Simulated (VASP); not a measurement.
An input for Ansatz (written as the equivalent of a VASP run, and not itself run):

Ansatz 0.2 input:
```yaml
crystal:
  lattice:
    - [0.0000000, 2.6004042, 2.6004042]
    - [2.6004042, 0.0000000, 2.6004042]
    - [2.6004042, 2.6004042, 0.0000000]
  atoms:
    - { symbol: Li, position: [0.0000000, 0.0000000, 0.0000000] }
    - { symbol: Br, position: [0.5000000, 0.5000000, 0.5000000] }
kpoints:
  mp_grid: { grid: [9, 9, 9] }
hamiltonian:
  xc: lda
  pseudopotentials: { kind: paw }
scf:
  occupations: { method: gaussian, width: 0.05 }
  max_iter: 100
output: { forces: true, stress: true, eigenvalues: true }
```

**Question.** Write the VASP files for the same calculation (LDA).

**Answer.** One answer among several that fit: 
### POSCAR
```
LiBr
3.6775270
  0.0000000000   0.7071067573   0.7071067573
  0.7071067573   0.0000000000   0.7071067573
  0.7071067573   0.7071067573   0.0000000000
Li Br
1 1
Cartesian
  0.0000000000   0.0000000000   0.0000000000
  0.7071067573   0.7071067573   0.7071067573
```

INCAR:
```
ALGO = Normal
EDIFF = 1E-7
ENCUT = 520
ISIF = 2
ISMEAR = 0
LASPH = .True.
LCHARG = .False.
LMAXMIX = 4
LREAL = .False.
LWAVE = .False.
NELM = 100
PREC = Accurate
SIGMA = 0.05
SYSTEM = LiBr
```

File KPOINTS:
```
Automatic mesh
0
Gamma
9 9 9
0 0 0
```

POTCAR, in this order: Li_sv Br (LDA.64 set). Program: vasp_std.

What does not carry over: each code has its own PAW files, so the cut-off isn't converted (ENCUT is set for VASP's; basis.ecutwfc is left out, and Ansatz then takes the one that its files recommend); Ansatz stops its SCF on the density residual and VASP on the energy change (EDIFF); Ansatz's lda is the Perdew-Wang form, while the LDA potentials of VASP carry Perdew-Zunger's.

The compound is LiBr in the rock salt structure. This cell is one point of a volume scan, at 0.94 of the reference volume.
